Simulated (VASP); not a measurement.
These are revTPSS meta-GGA, VASP's PBE PAW potentials (set 64) (plane waves; VASP) values and carry that method's errors.

VASP ran on this input.

POSCAR:
```
InP
1
    0.0000000000     2.9285946089     2.9285946089
    2.9285946089     0.0000000000     2.9285946089
    2.9285946089     2.9285946089     0.0000000000
In P
1 1
Direct
  0.0000000000   0.0000000000   0.0000000000
  0.2500000000   0.2500000000   0.2500000000
```

### INCAR
```
# general
SYSTEM =InP
PREC   =Accurate
ENCUT  =520
LREAL  =F   # projection in real space or not
LASPH  =T   # aspherical one-centre terms

# electronic loop
EDIFF  =1E-7
NELM   =100   # most electronic steps
ALGO   =Normal
LMAXMIX=4
LMIXTAU=T

# smearing
ISMEAR =0   # Gaussian
SIGMA  =0.05

# functional
METAGGA=RTPSS

# ions
ISIF   =2   # forces and stress, cell fixed

# output
LWAVE  =F
LCHARG =F
```

**KPOINTS**
```
Automatic mesh
0
Gamma
8 8 8
0 0 0
```

POTCAR, in this order: In_d P (PBE.64 set). Program: vasp_std.

The run wrote:

### OSZICAR
```
       N       E                     dE             d eps       ncg     rms          rms(c)
DAV:   1     0.215392758001E+03    0.21539E+03   -0.11432E+06   754   0.430E+06
DAV:   2    -0.191309578568E+03   -0.40670E+03   -0.40064E+03  1181   0.417E+02
DAV:   3    -0.268353804012E+04   -0.24922E+04   -0.26986E+04  1299   0.184E+02
DAV:   4     0.132018971853E+01    0.26849E+04   -0.34919E+02  1146   0.974E+02
DAV:   5    -0.349435311936E+01   -0.48145E+01   -0.46302E+01  1311   0.724E+00    0.977E+00
DAV:   6     0.785066648420E+01    0.11345E+02   -0.39132E+01   932   0.733E+01    0.353E+00
DAV:   7     0.767624951269E+01   -0.17442E+00   -0.52522E-01  1092   0.103E+01    0.230E+00
DAV:   8     0.816803042822E+01    0.49178E+00   -0.61188E-01   834   0.115E+01    0.152E+00
DAV:   9     0.779929154542E+01   -0.36874E+00   -0.34955E-01   754   0.730E+00    0.842E-01
DAV:  10     0.778812593009E+01   -0.11166E-01   -0.79160E-02   774   0.337E+00    0.671E-01
DAV:  11     0.773831209839E+01   -0.49814E-01   -0.31161E-02   844   0.255E+00    0.255E-01
DAV:  12     0.773748314174E+01   -0.82896E-03   -0.11729E-02   864   0.125E+00    0.122E-01
DAV:  13     0.773604371617E+01   -0.14394E-02   -0.10354E-03   819   0.339E-01    0.820E-02
DAV:  14     0.773561696200E+01   -0.42675E-03   -0.28655E-04   839   0.252E-01    0.499E-02
DAV:  15     0.773529367931E+01   -0.32328E-03   -0.18899E-04   847   0.190E-01    0.283E-02
DAV:  16     0.773525849592E+01   -0.35183E-04   -0.60598E-05   869   0.104E-01    0.417E-02
DAV:  17     0.773525828031E+01   -0.21561E-06   -0.34092E-06   947   0.263E-02    0.403E-02
DAV:  18     0.773525868709E+01    0.40677E-06   -0.73394E-07   834   0.137E-02    0.352E-02
DAV:  19     0.773525920969E+01    0.52260E-06   -0.79720E-07   789   0.105E-02    0.280E-02
DAV:  20     0.773525876798E+01   -0.44171E-06   -0.27748E-07   789   0.637E-03    0.230E-02
DAV:  21     0.773525887998E+01    0.11200E-06   -0.23281E-07   824   0.467E-03    0.184E-02
DAV:  22     0.773525864238E+01   -0.23760E-06   -0.31360E-07   819   0.624E-03    0.102E-02
DAV:  23     0.773525844554E+01   -0.19684E-06   -0.23349E-07   804   0.329E-03    0.349E-03
DAV:  24     0.773525835305E+01   -0.92492E-07   -0.35165E-08   412   0.160E-03
   1 F= 0.77352584E+01 E0= 0.77352584E+01  d E =-.662680E-11
```

### OUTCAR
```
------------------------ aborting loop because EDIFF is reached ----------------------------------------
  FORCE on cell =-STRESS in cart. coord.  units (eV):
  Direction    XX          YY          ZZ          XY          YZ          ZX
  --------------------------------------------------------------------------------------
  Total        0.6573052      0.6573052      0.6573052      0.0000000     -0.0000000     -0.0000000
  in kB       20.9637946     20.9637946     20.9637946      0.0000000     -0.0000000     -0.0000000
  external PRESSURE =      20.9637946 kB  Pullay stress =       0.0000000 kB
  volume of cell :       50.24
      direct lattice vectors                 reciprocal lattice vectors
     0.000000000  2.928594609  2.928594609    -0.170730356  0.170730356  0.170730356
     2.928594609  0.000000000  2.928594609     0.170730356 -0.170730356  0.170730356
     2.928594609  2.928594609  0.000000000     0.170730356  0.170730356 -0.170730356
  FREE ENERGIE OF THE ION-ELECTRON SYSTEM (eV)
  ---------------------------------------------------
  free  energy   TOTEN  =         7.7352583530 eV

  energy  without entropy=        7.7352583531  energy(sigma->0) =        7.73525835
```
(Selected blocks of OUTCAR.)

The compound is InP in the zinc blende structure. This cell is one point of a volume scan, at 0.97 of the reference volume.
